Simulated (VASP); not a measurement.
**Li2ZnCl4 (Fd-3m): formation energy of the defect Zn_Li**

Wanted: what the defect Zn_Li costs in Li2ZnCl4 (Fd-3m) and how the lattice relaxes round it. The start is a computed cell from the Materials Project.

Calculated with VASP 6.6.1; PBEsol; plane waves and PAW (Li, Zn, Cl), in the first sound run; inputs show where later runs differ.

Most raw output is cut from this account.

### 1. The host crystal

The structure is cubic, space group Fd-3m (No. 227). Conventional cell: a = 10.285 Å, b = 10.285 Å, c = 10.285 Å, α = 90.00°, β = 90.00°, γ = 90.00°. Nearest to Li lie 6 Cl at 2.54 Å. Zn has 4 Cl at 2.29 Å nearest. Nearest to Cl lie 1 Zn at 2.29 Å and 3 Li at 2.54 Å. Farther neighbours and most contacts between anions are not listed.

Structure file:

```cif
data_structure
_symmetry_space_group_name_H-M 'Fd-3m:1'
_symmetry_Int_Tables_number 227
_cell_length_a 10.2849
_cell_length_b 10.2849
_cell_length_c 10.2849
_cell_angle_alpha 90.000
_cell_angle_beta 90.000
_cell_angle_gamma 90.000
_cell_volume 1087.93
loop_
_atom_site_label
_atom_site_type_symbol
_atom_site_symmetry_multiplicity
_atom_site_Wyckoff_symbol
_atom_site_fract_x
_atom_site_fract_y
_atom_site_fract_z
_atom_site_occupancy
Li1 Li 16 c 0.87500 0.87500 0.12500 1
Zn1 Zn 8 b 0.00000 0.00000 0.50000 1
Cl1 Cl 32 e 0.87828 0.12172 0.12172 1
```

### 2. Relaxing the host crystal

The later steps need the crystal at this functional's own lattice; a raised cutoff keeps the stress reliable while the cell changes.

Contents of INCAR:

```
SYSTEM = Li2ZnCl4
PREC = Normal
ENCUT = 360
EDIFF = 1E-05
NELM = 120
ISMEAR = 0
SIGMA = 0.05
LREAL = Auto
ALGO = Fast
GGA = PS
NBANDS = 56
LORBIT = 11
LWAVE = .FALSE.
LCHARG = .FALSE.
KPAR = 2
NCORE = 2
IBRION = 2
NSW = 40
ISIF = 3
EDIFFG = -0.03
POTIM = 0.4
```

Contents of POSCAR:

```
Li2ZnCl4
1.0
    0.0000000000      5.1424602000      5.1424602000
    5.1424602000      0.0000000000      5.1424602000
    5.1424602000      5.1424602000      0.0000000000
Li Zn Cl
4 2 8
Direct
    0.6250000000      0.6250000000      0.1250000000
    0.6250000000      0.1250000000      0.6250000000
    0.6250000000      0.6250000000      0.6250000000
    0.1250000000      0.6250000000      0.6250000000
    0.0000000000      0.0000000000      0.0000000000
    0.2500000000      0.2500000000      0.2500000000
    0.8651734600      0.3782755100      0.3782755100
    0.8717244900      0.8717244900      0.8717244900
    0.3782755100      0.3782755100      0.3782755100
    0.3848265400      0.8717244900      0.8717244900
    0.8717244900      0.3848265400      0.8717244900
    0.8717244900      0.8717244900      0.3848265400
    0.3782755100      0.8651734600      0.3782755100
    0.3782755100      0.3782755100      0.8651734600
```

Contents of KPOINTS:

```
Automatic mesh
0
Gamma
3 3 3
0 0 0
```

Potentials, in the order of the species: Li, Zn and Cl (PBE family, release 64).

Started as:

```sh
$ mpirun -np 4 vasp_std
```

The job ended after 23 s (4 MPI ranks of AMD EPYC 7R43, shared host; peak memory 0.64 GiB; 89 s of CPU time).

The gap is read on the k-mesh alone, so it is an upper bound where the band edges lie off the mesh. The PAW data sets were made with PBE, which is usual practice but a small mismatch for other functionals. The run keeps the 48 symmetry operations of its start, so it cannot find a distortion of lower symmetry.

The steps of the relaxation:

```csv
step,energy less that of the first step (eV),largest force (eV/Å),pressure (GPa),volume (Å³)
1,0.0000,0.0365,-0.57,271.98
2,-0.0053,0.0136,-0.17,269.83
```

```csv
"conventional cell, symmetrised",before,after,change
a (Å),10.285,10.258,-0.3 %
b (Å),10.285,10.258,-0.3 %
c (Å),10.285,10.258,-0.3 %
volume (Å³/atom),19.43,19.27,-0.8 %
```

Final coordinates:

```xyz
14
Lattice="0.0000 5.1288 5.1288 5.1288 0.0000 5.1288 5.1288 5.1288 0.0000" Properties=species:S:1:pos:R:3 pbc="T T T"
Li    3.8466    3.8466    6.4111
Li    3.8466    6.4111    3.8466
Li    6.4111    6.4111    6.4111
Li    6.4111    3.8466    3.8466
Zn    0.0000    0.0000    0.0000
Zn    2.5644    2.5644    2.5644
Cl    3.8794    6.3783    6.3783
Cl    8.9427    8.9427    8.9427
Cl    3.8794    3.8794    3.8794
Cl    8.9427    6.4438    6.4438
Cl    6.4438    8.9427    6.4438
Cl    6.4438    6.4438    8.9427
Cl    6.3783    3.8794    6.3783
Cl    6.3783    6.3783    3.8794
```

A gap read on the k-mesh alone can miss the band edges.

This step gave:

| Quantity | Value |
| --- | --- |
| electronic cycles | 24 |
| electrons | 84 |
| free energy (TOTEN) | -48.35 eV |
| Fermi energy | 0.3768 eV |
| labelled metallic, from the levels on this mesh | no |
| gap on the k-mesh | 4.187 eV |
| least direct gap on the k-mesh | 4.187 eV |

The run ended after 2 ionic steps, 0.005 eV below its first step, once forces and stress met EDIFFG = -0.03.

### 3. Screening in the host

Charged cells interact with their images through the host's screening, so the correction needs its dielectric constant.

Contents of INCAR:

```
SYSTEM = Li2ZnCl4
PREC = Accurate
ENCUT = 300
EDIFF = 1E-08
NELM = 120
ISMEAR = 0
SIGMA = 0.05
LREAL = .FALSE.
ALGO = Normal
GGA = PS
NBANDS = 56
LWAVE = .FALSE.
LCHARG = .FALSE.
KPAR = 4
LEPSILON = .TRUE.
IBRION = 8
NSW = 1
```

Contents of POSCAR:

```
Li2ZnCl4
1.0
    0.0000000000      5.1288425151      5.1288425151
    5.1288425151      0.0000000000      5.1288425151
    5.1288425151      5.1288425151      0.0000000000
Li Zn Cl
4 2 8
Direct
    0.6250000000      0.6250000000      0.1250000000
    0.6250000000      0.1250000000      0.6250000000
    0.6250000000      0.6250000000      0.6250000000
    0.1250000000      0.6250000000      0.6250000000
    0.0000000000      0.0000000000      0.0000000000
    0.2500000000      0.2500000000      0.2500000000
    0.8654108177      0.3781963908      0.3781963908
    0.8718036092      0.8718036092      0.8718036092
    0.3781963908      0.3781963908      0.3781963908
    0.3845891823      0.8718036092      0.8718036092
    0.8718036092      0.3845891823      0.8718036092
    0.8718036092      0.8718036092      0.3845891823
    0.3781963908      0.8654108177      0.3781963908
    0.3781963908      0.3781963908      0.8654108177
```

Contents of KPOINTS:

```
Automatic mesh
0
Gamma
4 4 4
0 0 0
```

Started as:

```sh
$ mpirun -np 4 vasp_std
```

Wall time 13 min (4 MPI ranks); peak memory 2.2 GiB; 53 min of CPU time.

Energies printed during the response cycles are not total energies of the cell.

This step gave:

| Property | Result |
| --- | --- |
| pressure of the cell | -0.5293 GPa |
| largest force of the cell | 0.01466 eV/Å |
| Fermi energy | 0.3571 eV |
| gap on the k-mesh | 4.188 eV |
| least direct gap on the k-mesh | 4.188 eV |

Electronic dielectric tensor with local fields:

```
3.20 0.00 0.00
0.00 3.20 0.00
0.00 0.00 3.20
```

Ionic part of the static dielectric tensor:

```
4.87 0.00 0.00
0.00 4.87 0.00
0.00 0.00 4.87
```

Born effective charge (e), principal values of the symmetric part by kind of site:

```csv
atom,atoms with these values,low,middle,high,mean
Li1,4,1.08,1.30,1.30,1.23
Zn5,2,1.99,1.99,1.99,1.99
Cl7,8,-1.69,-0.82,-0.82,-1.11
```

In full for Zn5:

```
1.99 0.00 0.00
0.00 1.99 0.00
0.00 0.00 1.99
```

Lines of the infrared spectrum (strongest = 100):

```csv
position (cm⁻¹),lines merged,"squared mode dipole, relative"
79,3,0.0
95,3,4.1
100,3,0.0
107,3,0.0
110,2,0.0
150,2,0.0
174,3,0.0
199,3,0.0
216,2,0.0
244,3,100
261,3,0.3
262,3,0.0
282,1,0.0
289,1,0.0
317,3,0.7
363,1,0.0
```

The electrons screen with a mean of 3.20 and the ions add 4.87; the sum enters the correction.

### 4. The supercell without the defect

System of this step: Li2ZnCl4 (Fd-3m). The cell holds 56 atoms: 16 Li, 8 Zn and 32 Cl. Its edges and angles: a = 10.258 Å, b = 10.258 Å, c = 10.258 Å, α = 90.0°, β = 90.0°, γ = 90.0°. It derives from Li2ZnCl4 (Li2ZnCl4 (Fd-3m)).

The same cell, mesh and cutoff without the defect give the energy to subtract and, in a gapped host, the band edges to count from, so that most errors cancel.

Contents of INCAR:

```
SYSTEM = Li2ZnCl4
PREC = Normal
ENCUT = 300
EDIFF = 1E-05
NELM = 120
ISMEAR = 0
SIGMA = 0.05
LREAL = Auto
ALGO = Fast
GGA = PS
LORBIT = 11
LWAVE = .FALSE.
LCHARG = .FALSE.
NCORE = 4
```

Contents of POSCAR:

```
Li2ZnCl4
1.0
   10.2576850302      0.0000000000      0.0000000000
    0.0000000000     10.2576850302      0.0000000000
    0.0000000000      0.0000000000     10.2576850302
Li Zn Cl
16 8 32
Direct
    0.3750000000      0.3750000000      0.6250000000
    0.8750000000      0.8750000000      0.6250000000
    0.8750000000      0.3750000000      0.1250000000
    0.3750000000      0.8750000000      0.1250000000
    0.3750000000      0.6250000000      0.3750000000
    0.8750000000      0.1250000000      0.3750000000
    0.8750000000      0.6250000000      0.8750000000
    0.3750000000      0.1250000000      0.8750000000
    0.6250000000      0.6250000000      0.6250000000
    0.1250000000      0.1250000000      0.6250000000
    0.1250000000      0.6250000000      0.1250000000
    0.6250000000      0.1250000000      0.1250000000
    0.6250000000      0.3750000000      0.3750000000
    0.1250000000      0.8750000000      0.3750000000
    0.1250000000      0.3750000000      0.8750000000
    0.6250000000      0.8750000000      0.8750000000
    0.0000000000      0.0000000000      0.0000000000
    0.5000000000      0.5000000000      0.0000000000
    0.5000000000      0.0000000000      0.5000000000
    0.0000000000      0.5000000000      0.5000000000
    0.2500000000      0.2500000000      0.2500000000
    0.7500000000      0.7500000000      0.2500000000
    0.7500000000      0.2500000000      0.7500000000
    0.2500000000      0.7500000000      0.7500000000
    0.3781963908      0.6218036042      0.6218036042
    0.8781963908      0.1218036042      0.6218036042
    0.8781963908      0.6218036042      0.1218036042
    0.3781963908      0.1218036042      0.1218036042
    0.8718036092      0.8718036092      0.8718036092
    0.3718036092      0.3718036092      0.8718036092
    0.3718036092      0.8718036092      0.3718036092
    0.8718036092      0.3718036092      0.3718036092
    0.3781963908      0.3781963908      0.3781963908
    0.8781963908      0.8781963908      0.3781963908
    0.8781963908      0.3781963908      0.8781963908
    0.3781963908      0.8781963908      0.8781963908
    0.8718036092      0.6281963958      0.6281963958
    0.3718036092      0.1281963958      0.6281963958
    0.3718036092      0.6281963958      0.1281963958
    0.8718036092      0.1281963958      0.1281963958
    0.6281963958      0.8718036092      0.6281963958
    0.1281963958      0.3718036092      0.6281963958
    0.1281963958      0.8718036092      0.1281963958
    0.6281963958      0.3718036092      0.1281963958
    0.6281963958      0.6281963958      0.8718036092
    0.1281963958      0.1281963958      0.8718036092
    0.1281963958      0.6281963958      0.3718036092
    0.6281963958      0.1281963958      0.3718036092
    0.6218036042      0.3781963908      0.6218036042
    0.1218036042      0.8781963908      0.6218036042
    0.1218036042      0.3781963908      0.1218036042
    0.6218036042      0.8781963908      0.1218036042
    0.6218036042      0.6218036042      0.3781963908
    0.1218036042      0.1218036042      0.3781963908
    0.1218036042      0.6218036042      0.8781963908
    0.6218036042      0.1218036042      0.8781963908
```

Contents of KPOINTS:

```
Automatic mesh
0
Gamma
1 1 1
0 0 0
```

Started as:

```sh
$ mpirun -np 4 vasp_gam
```

It took 19 s on 4 MPI ranks; peak memory 0.59 GiB.

Numbers from this step:

```yaml
electronic_cycles: 16
electrons: 336
free_energy_toten: -192.9900 eV
fermi_energy: 0.4304 eV
gap_on_the_k_mesh: 4.181 eV
```

No direct gap is given, since this cell folds other wave vectors onto the zone centre.

The perfect cell has a gap of 4.18 eV on this mesh, with its valence-band top at 0.153 eV, and charged states follow.

### 5. Reference Li

This step: PBEsol; plane waves and PAW (Li) (VASP 6.6.1).

System of this step: Li. The structure is cubic, space group Im-3m (No. 229). The conventional cell has a = 3.490 Å, b = 3.490 Å, c = 3.490 Å, α = 90.00°, β = 90.00°, γ = 90.00°. Li has 8 Li at 3.02 Å nearest.

The reference for Li is its crystal, relaxed at the cutoff of the large cell.

Contents of INCAR:

```
SYSTEM = Li
PREC = Normal
ENCUT = 300
EDIFF = 1E-05
NELM = 120
ISMEAR = 1
SIGMA = 0.1
LREAL = Auto
ALGO = Fast
GGA = PS
NBANDS = 6
LORBIT = 11
LWAVE = .FALSE.
LCHARG = .FALSE.
KPAR = 4
IBRION = 2
NSW = 25
ISIF = 3
EDIFFG = -0.02
POTIM = 0.4
```

Contents of POSCAR:

```
Li
1.0
   -1.7450000000      1.7450000000      1.7450000000
    1.7450000000     -1.7450000000      1.7450000000
    1.7450000000      1.7450000000     -1.7450000000
Li
1
Direct
    0.0000000000      0.0000000000      0.0000000000
```

Contents of KPOINTS:

```
Automatic mesh
0
Gamma
11 11 11
0 0 0
```

Potentials, in the order of the species: Li (PBE family, release 64).

Started as:

```sh
$ mpirun -np 4 vasp_std
```

The job ended after 2.2 s (4 MPI ranks; peak memory 0.28 GiB).

This run has no spin polarisation. Its electron count is odd, so without a moment it is a metal by construction. The k-mesh is coarse for a metal.

The steps of the relaxation:

```csv
step,energy less that of the first step (eV),largest force (eV/Å),pressure (GPa),volume (Å³)
1,0.0000,0.0000,-0.52,21.25
2,-0.0005,0.0000,-0.41,21.08
3,-0.0014,0.0000,-0.16,20.58
4,-0.0002,0.0000,0.59,19.60
5,-0.0015,0.0000,-0.01,20.36
```

```csv
"conventional cell, symmetrised",before,after,change
a (Å),3.490,3.441,-1.4 %
b (Å),3.490,3.441,-1.4 %
c (Å),3.490,3.441,-1.4 %
volume (Å³/atom),21.25,20.36,-4.2 %
```

The relaxed structure:

```cif
data_structure
_symmetry_space_group_name_H-M 'P 1'
_symmetry_Int_Tables_number 1
_cell_length_a 2.9796
_cell_length_b 2.9796
_cell_length_c 2.9796
_cell_angle_alpha 109.471
_cell_angle_beta 109.471
_cell_angle_gamma 109.471
_cell_volume 20.36
loop_
_atom_site_label
_atom_site_type_symbol
_atom_site_fract_x
_atom_site_fract_y
_atom_site_fract_z
_atom_site_occupancy
Li1 Li 0.00000 0.00000 0.00000 1
```

This step gave:

* electrons: 1
* free energy (TOTEN): -1.962 eV
* energy at zero smearing: -1.961 eV
* Fermi energy: 0.3951 eV
* labelled metallic, from the levels on this mesh: yes

The run ended after 5 ionic steps, 0.002 eV below its first step, once forces and stress met EDIFFG = -0.02.

Energy at zero smearing: -1.96127 eV.

### 6. Reference Zn

This step: PBEsol; plane waves and PAW (Zn) (VASP 6.6.1).

System of this step: Zn. It takes space group P6_3/mmc (No. 194, hexagonal). Conventional cell: a = 2.660 Å, b = 2.660 Å, c = 4.937 Å, α = 90.00°, β = 90.00°, γ = 120.00°. Zn has 12 Zn at 2.66 to 2.91 Å nearest.

The reference for Zn is its crystal, relaxed at the cutoff of the large cell.

INCAR: that of step 5 with these lines changed.

```diff
@@ -1,2 +1,2 @@
-SYSTEM = Li
+SYSTEM = Zn
 PREC = Normal
@@ -10,3 +10,3 @@
 GGA = PS
-NBANDS = 6
+NBANDS = 18
 LORBIT = 11
```

Contents of POSCAR:

```
Zn
1.0
    2.6600000000      0.0000000000      0.0000000000
   -1.3300000000      2.3036275741      0.0000000000
    0.0000000000      0.0000000000      4.9369600000
Zn
2
Direct
    0.0000000000      0.0000000000      0.0000000000
    0.3333333333      0.6666666667      0.5000000000
```

Contents of KPOINTS:

```
Automatic mesh
0
Gamma
11 11 6
0 0 0
```

Potentials, in the order of the species: Zn (PBE family, release 64).

Started as:

```sh
$ mpirun -np 4 vasp_std
```

Wall time 38 s (4 MPI ranks); peak memory 0.37 GiB.

The run keeps the 24 symmetry operations of its start, so it cannot find a distortion of lower symmetry.

Step by step:

```csv
step,energy less that of the first step (eV),largest force (eV/Å),pressure (GPa),volume (Å³)
1,0.0000,0.0000,-4.89,30.25
2,-0.0272,0.0000,-0.46,28.66
3,-0.0276,0.0000,-0.53,28.47
4,-0.0261,0.0000,1.03,28.07
5,-0.0273,0.0000,0.57,28.30
6,-0.0275,0.0000,0.72,28.37
7,-0.0276,0.0000,0.49,28.42
8,-0.0322,0.0000,0.11,28.33
9,-0.0374,0.0000,0.20,28.20
10,-0.0402,0.0000,0.11,27.93
11,-0.0488,0.0000,2.63,27.31
12,-0.0473,0.0000,1.44,27.72
13,-0.0536,0.0000,1.27,27.51
14,-0.0514,0.0000,-1.13,28.47
15,-0.0556,0.0000,-0.08,27.83
16,-0.0555,0.0000,0.21,27.79
17,-0.0555,0.0000,0.46,27.80
18,-0.0555,0.0000,0.07,27.82
19,-0.0555,0.0000,0.39,27.81
20,-0.0555,0.0000,-0.07,27.98
21,-0.0557,0.0000,-0.56,27.89
22,-0.0556,0.0000,-0.10,27.85
```

```csv
"conventional cell, symmetrised",before,after,change
a (Å),2.660,2.692,+1.2 %
b (Å),2.660,2.692,+1.2 %
c (Å),4.937,4.439,-10.1 %
volume (Å³/atom),15.13,13.93,-7.9 %
```

The relaxed structure:

```
Zn
1.0
     2.69161    0.00000    0.00000
    -1.34581    2.33100    0.00000
     0.00000    0.00000    4.43940
Zn
2
Direct
  0.00000 0.00000 0.00000
  0.33333 0.66667 0.50000
```

Numbers from this step:

```
electronic cycles       : 131
electrons               : 24
free energy (TOTEN)     : -3.185 eV
energy at zero smearing : -3.185 eV
Fermi energy            : 3.709 eV
```

The run ended after 22 ionic steps, 0.056 eV below its first step, once forces and stress met EDIFFG = -0.02.

The edges of the cell as typed change unequally, by -10.1 to +1.2 %. In a metal that hangs on the k mesh, which was not refined here; the energy is less touched by it than the shape.

Energy at zero smearing: -3.18518 eV.

(Part 1 of 3 ends here.)

[Lines on the potential files, build, host, timing and source positions are cut from VASP's logs without a mark.]

[Logs are printed without paths, hosts, clocks, repeated set-up lines and the standing remarks that a program may print on its own settings, such as how far it seeks lower states.]

[Hosts, paths, dates, database ids (printed as entryN), source tags and the programs' standing remarks are cut or masked in the printed files.]

[In band tables of VASP the shares of atoms and orbitals are scaled to a sum of 1 inside the atoms' spheres.]

[Runs that stopped without an error message from VASP are left out.]
